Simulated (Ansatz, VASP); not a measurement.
**TiNF in two plane-wave programs**

One calculation is typed for both programs; each brings its own data sets. How far apart do they land? The cell is taken from a series of runs on this material, whose earlier steps may have relaxed, scaled, displaced or heated it; both programs get it as it stands.

Program: Ansatz 0.2.0. Level of theory: plane waves, with VASP 6.6.1 beside it; G0W0 gap at LDA. Results are calculated unless marked as measured.

**1. The structure**

It takes space group Pmmn (No. 59, orthorhombic). Conventional cell: a = 3.062 Å, b = 3.964 Å, c = 7.871 Å, α = 90.00°, β = 90.00°, γ = 90.00°. Nearest to Ti lie 4 N at 2.01 Å and 2 F at 2.04 Å. N has 4 Ti at 2.01 Å nearest. Nearest to F lie 2 Ti at 2.04 Å. Farther neighbours and most contacts between anions are not listed.

**2. Ansatz: G0W0 gap, LDA**

Ansatz runs on its default PAW (the set named soft_2) files.

Quasiparticle shifts depend on high empty states and on the cores, so they are the hardest test of two PAW sets.

Input file input.yaml:

```yaml
crystal:
  lattice:
    - [3.062004, 0.0, 0.0]
    - [0.0, 3.964387, 0.0]
    - [0.0, 0.0, 7.870826]
  atoms:
    - { symbol: Ti, position: [0.5, 0.0, 0.895914] }
    - { symbol: Ti, position: [0.0, 0.5, 0.104086] }
    - { symbol: "N", position: [0.5, 0.5, 0.939316] }
    - { symbol: "N", position: [0.0, 0.0, 0.060684] }
    - { symbol: F, position: [0.0, 0.0, 0.724624] }
    - { symbol: F, position: [0.5, 0.5, 0.275376] }
kpoints:
  mp_grid: { grid: [4, 2, 1] }
hamiltonian:
  xc: lda
scf:
  occupations: { method: fixed }
gw:
  n_empty_bands: 63
  ecut_chi: 114.29
  qp_bands: [v2, c2]
  qp_kpoints: [[0.0, 0.0, 0.0]]
  screening: { model: contour_deformation }
```

On the command line:

```console
> ansatz run input.yaml --threads 4 --pin off --max-ram 7372MiB --backend cpu --events-out ev --progress --plain --runs-dir out
```

Numbers of over 12 decimals in the logs are rounded to 6 here.

What it wrote:

```text
Engine: ansatz 0.2.0, aarch64-unknown-linux-gnu
Pseudopotentials: kind: paw
Pseudopotential: Ti, paw, valence charge 12, recommended cutoff 420 eV (normal), Ti.paw.azcp
Pseudopotential: N, paw, valence charge 5, recommended cutoff 420 eV (normal), N.paw.azcp
Pseudopotential: F, paw, valence charge 7, recommended cutoff 420 eV (normal), F.paw.azcp
Functional definition: SPW92
  exchange = slater_x
  correlation = pw_c
Crystal: 6 atoms, lattice volume = 95.544 Å³
Basis set: ecut = 420 eV, 1869 PW (Γ)
Bands: 30, of which v1, the nominal top of the filled ones, is band 24 counted from 1 (23 counted from 0)
Symmetry: 8 space group operations
Space group: Pmmn (ITA 59), of the structure as read, at distance tolerance 4.6e-5 Å
k-points: 6 of 8
Non-local potential: Ti, projectors of the file, l = 0: 3, l = 1: 2, l = 2: 3, l = 3: 1
Non-local potential: N, projectors of the file, l = 0: 2, l = 1: 2, l = 2: 1
Non-local potential: F, projectors of the file, l = 0: 2, l = 1: 2, l = 2: 1
PAW form: soft (Blöchl's): semilocal exchange-correlation on the pseudo side does not see the compensation charge
PAW frozen core: Ti, regenerated for the run's functional, and the local potential with it (the file was generated under x = pbe(κ = 0.804, μ = 0.219515), c = pbe(β = 0.066725))
PAW frozen core: N, regenerated for the run's functional, and the local potential with it (the file was generated under x = pbe(κ = 0.804, μ = 0.219515), c = pbe(β = 0.066725))
PAW frozen core: F, regenerated for the run's functional, and the local potential with it (the file was generated under x = pbe(κ = 0.804, μ = 0.219515), c = pbe(β = 0.066725))
PAW one-centre angular grid: Ti, 590 points (default); XC on 64 Gauss nodes
PAW one-centre angular grid: N, 110 points (default); XC on 64 Gauss nodes
PAW one-centre angular grid: F, 110 points (default); XC on 64 Gauss nodes
Initial density: superposition of atomic densities (neutral atoms: chi_scale 0, normalization atom), corrected by the library's trained network
Initial wavefunctions: pseudopotential atomic-orbital guess
Functional: x = slater, c = lda
SCF iter   1: F=—  HF=-7244.012399 eV  |F-HF|=—  |Δ(HF+E_count)|=         —  Δρ=1.42e-2  dr2=1.56e-1  ethr=1.77e-3  ⟨swp⟩=4.2  Hψ=694  notcnv=0  defer=19
preconditioner: auto → Resta (q_TF=auto, 2.433 Å⁻¹)  ε∞=6.1  [insulator: Δε(μ)=0.553 eV  Ē_g=9.488 eV  n_scr=22 (ndim 8)  ℏωp=21.5 eV  f_vac=0.329  ε∞_Penn≈6.1]
SCF iter   2: F=—  HF=-7243.981263 eV  |F-HF|=—  |Δ(HF+E_count)|=   3.11e-2  Δρ=6.79e-3  dr2=2.95e-2  ethr=3.25e-4  ⟨swp⟩=2.0  Hψ=332  notcnv=0  defer=24
SCF iter   3: F=—  HF=-7243.975802 eV  |F-HF|=—  |Δ(HF+E_count)|=   5.46e-3  Δρ=2.74e-3  dr2=6.65e-3  ethr=6.14e-5  ⟨swp⟩=2.0  Hψ=260  notcnv=0  defer=24
SCF iter   4: F=—  HF=-7243.974817 eV  |F-HF|=—  |Δ(HF+E_count)|=   9.85e-4  Δρ=1.57e-3  dr2=1.81e-3  ethr=1.39e-5  ⟨swp⟩=2.0  Hψ=261  notcnv=0  defer=24
SCF iter   5: F=—  HF=-7243.974473 eV  |F-HF|=—  |Δ(HF+E_count)|=   3.44e-4  Δρ=3.90e-4  dr2=1.68e-4  ethr=3.77e-6  ⟨swp⟩=2.0  Hψ=256  notcnv=0  defer=24
SCF iter   6: F=—  HF=-7243.974491 eV  |F-HF|=—  |Δ(HF+E_count)|=   1.81e-5  Δρ=9.16e-5  dr2=2.08e-5  ethr=3.51e-7  ⟨swp⟩=2.7  Hψ=266  notcnv=0  defer=10
SCF iter   7: F=—  HF=-7243.974502 eV  |F-HF|=—  |Δ(HF+E_count)|=   1.07e-5  Δρ=3.47e-5  dr2=2.61e-6  ethr=4.32e-8  ⟨swp⟩=2.0  Hψ=254  notcnv=0  defer=8
SCF iter   8: F=—  HF=-7243.974504 eV  |F-HF|=—  |Δ(HF+E_count)|=   1.71e-6  Δρ=9.49e-6  dr2=3.08e-7  ethr=5.44e-9  ⟨swp⟩=2.0  Hψ=240  notcnv=0  defer=8
SCF iter   9: F=-7243.974504 eV  HF=-7243.974504 eV  |F-HF|=1.88e-8  |Δ(HF+E_count)|=   2.20e-7  Δρ=3.77e-6  dr2=3.45e-8  ethr=2.08e-10  ⟨swp⟩=9.2  Hψ=573  notcnv=0
SCF 1 converged in 9 iterations: F = -7243.974504 eV  dr2 = 3.45e-8
  greatest PAW one-centre occupation: 0.999 electrons in one spin orbital (limit 2), on the Ti atom at site 1 (counted from 0), in its partial waves of l = 0
NSCF: frozen V_eff on 6 k-points
G₀W₀ screening: q 1/6
[... further progress lines ...]
NSCF: frozen V_eff on 1 k-points
NSCF: frozen V_eff on 1 k-points
[...]
SCF converged after 9 iterations
Free energy (F): -7243.974504 eV
Harris-Foulkes:  -7243.974504 eV  (|F-HF|=1.88e-8)
Internal energy: -7243.974504 eV  (E = F + TS)
E sigma→0 (E₀):  -7243.974504 eV
Fermi energy:    4.163678 eV
--- Per-component energies (eV) ---
  E_band       = -672.760091
  E_kinetic    = 1210.961243
  E_local      = -6955.127539  (includes V_loc(G=0)·N_el)
  E_nonlocal   = 260.229404
  E_hartree    = 2958.836992
  E_xc         = -468.244686
  E_vxc        = -597.198240  (∫ρ·V_xc dr)
  E_paw        = -2603.630993  (= ΣΔE_a)
  E_vpaw       = -509.313849  (= ΣTr[D̂ρ^β])
  E_aug_tail   = 0.004441  (compensation charges beyond the density's cutoff)
  E_ewald      = -1648.041858
  E_core_change = 1.038492  (= ΣΔE_core)
  E_smearing   = -0.000000  (= −TS)
  E_closure    = 0.000000  (closes the sum)
  Σ components = -7243.974504   (vs F -7243.974504, Δ=0.00e0)
--- Band table (eV; the first three rows and the last of 6) ---
  k-point 0: bands = [... 20 lower, 1.5338, 1.5866, 2.9583, 4.1637, 4.8344, 5.5917, 5.7371, 6.1048, ... 2 higher]
  k-point 1: bands = [... 20 lower, 1.4714, 1.4714, 1.8918, 1.8918, 5.3081, 5.3081, 6.3858, 6.3858, ... 2 higher]
  k-point 2: bands = [... 20 lower, 1.4684, 2.0371, 2.7511, 2.7676, 5.5600, 5.9606, 6.0849, 6.2181, ... 2 higher]
  k-point 5: bands = [... 20 lower, 1.2730, 1.2730, 1.4762, 1.4762, 6.0909, 6.0909, 6.2369, 6.2369, ... 2 higher]
--- G₀W₀: contour deformation, 7 samples at zero and on the imaginary axis and 1 off it, 8 q-points, 63 empty bands' worth ---
  eigenvalues of the whole cell's RPA ε∞ on this k-mesh (on a slab, of 1 + 4πα/V) = 2.0714, 9.0849, 30.3508; static W/v taken at q = 0 is 0.090923
  bands read: the sum over 87 bands ends inside a degenerate multiplet in 4 slots, whose members it reads at an even weight; the widest, k=1: bands 87 to 88 (counted from 1) at 1/2 each
  `?` marks the rows in doubt; gw_qp.tsv's column doubts and the gw_qp event give each row's grounds
    ik  band        ε_KS         Σx   Σc(E_QP)       V_xc       Z   E_QP_lin       E_QP  E_QP is
     0    23      2.9583   -23.0382     3.4354   -20.1975  0.6007     3.5144     3.5532  root
     0    24      4.1637   -21.5974     2.7851   -19.4870  0.6021     4.7929     4.8384  root
     0    25      4.8344   -13.5036    -6.0163   -21.5383  0.5956     6.4729     6.8528  root ?
     0    26      5.5917   -13.4637    -6.8929   -22.3849  0.5829     7.2833     7.6200  root ?
```

In the SCF lines HF is the Harris–Foulkes energy and dr2 the Hartree energy of the density residual, in eV; the loop may stop once dr2 is under the threshold and the program's other checks hold. Hψ counts applications of the Hamiltonian.

(Part 1 of 2 ends here.)

[Lines on the potential files, build, host, timing and source positions are cut from VASP's logs without a mark.]

[Logs are printed without paths, hosts, clocks, repeated set-up lines and the standing remarks that a program may print on its own settings, such as how far it seeks lower states.]

[Hosts, paths, dates, database ids (printed as entryN), source tags and the programs' standing remarks are cut or masked in the printed files.]
